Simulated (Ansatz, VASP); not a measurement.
RuC4: VASP beside Ansatz

File INCAR:

```
ALGO     = Normal         # electronic algorithm
EDIFF    = 1E-6           # SCF threshold, eV
EDIFFG   = -0.04          # ionic threshold
ENCUT    = 600            # plane-wave cutoff, eV
GGA      = PE             # functional
IBRION   = 2              # ionic algorithm
ISIF     = 3              # what is computed and relaxed
ISMEAR   = 0              # smearing method
LASPH    = T              # aspherical terms in the spheres
LCHARG   = F              # write CHGCAR
LREAL    = F              # projectors in reciprocal space
LWAVE    = F              # write WAVECAR
NELM     = 80             # most SCF steps
NSW      = 90             # ionic steps
PREC     = Accurate       # precision mode
SIGMA    = 0.1            # smearing width, eV
```

File KPOINTS:

```
k-points
0
Gamma
  6 6 2
```

The input POSCAR:

```
RuC4
1.0
    2.7492913600      0.0000000000      0.0000000000
   -1.3746456800      2.3809561600      0.0000000000
    0.0000000000      0.0000000000      8.8402951900
Ru C
1 4
Direct
    0.0000000000      0.0000000000      0.0000000000
    0.3333333300      0.6666666700      0.8658552800
    0.3333333300      0.6666666700      0.3767953500
    0.6666666700      0.3333333300      0.1341447200
    0.6666666700      0.3333333300      0.6232046500
```

Input for Ansatz:

```yaml
crystal:
  lattice:
    - [2.74929136, 0.0, 0.0]
    - [-1.37464568, 2.38095616, 0.0]
    - [0.0, 0.0, 8.84029519]
  atoms:
    - { symbol: Ru, position: [0.0, 0.0, 0.0] }
    - { symbol: C, position: [0.33333333, 0.66666667, 0.86585528] }
    - { symbol: C, position: [0.33333333, 0.66666667, 0.37679535] }
    - { symbol: C, position: [0.66666667, 0.33333333, 0.13414472] }
    - { symbol: C, position: [0.66666667, 0.33333333, 0.62320465] }
basis:
  ecutwfc: 420
kpoints:
  mp_grid: { grid: [6, 6, 2] }
hamiltonian:
  xc: pbe
scf:
  occupations: { method: gaussian, width: 0.1 }
  lower_state_search: "off"
output:
  forces: true
  stress: true
  eigenvalues: true
relax:
  adjacent_minimum: "off"
  f_tol: 0.04
  max_steps: 70
  cell: { stress_tol: 0.4 }
```

Change from the starting cell: species swapped into the Co4H type (P-3m1, No. 164).

Alike in both runs: task relaxation of cell and atoms; functional PBE; k mesh 6 × 6 × 2; occupations gaussian, width 0.1 eV; no spin polarisation.

```csv
,VASP,Ansatz
version,VASP 6.6.1,Ansatz 0.2.0
potentials or method,"VASP PAW PBE potentials, release 64 (Ru_pv, C)","scalar-relativistic, plane waves, PAW"
plane-wave cutoff (eV),600,420
valence electrons in the cell,30,32
```

```csv
,VASP,Ansatz,Ansatz less VASP
"gap on the k mesh at the Fermi level, each at its own relaxed structure (eV)",none,none,-
relaxed volume (Å³/atom),11.77,7.87,-3.906
relaxed cell length with the largest relative difference (Å),11.044,6.186,-4.8589
energy change over the relaxation (meV/atom),-3118,-2894,+223.6
```

A gap of «none» marks a metal or a gap that the smearing closes. One of these differences is far larger than is usual between the two programs; its cause wasn't traced. The two sets of potentials don't hold the same shells in valence.

Caveats: the k mesh is coarse (spacing up to 0.44 Å⁻¹), so the values aren't converged; this functional lacks dispersion, which binds the layers, so the pressure and a relaxed spacing across them are unreliable.
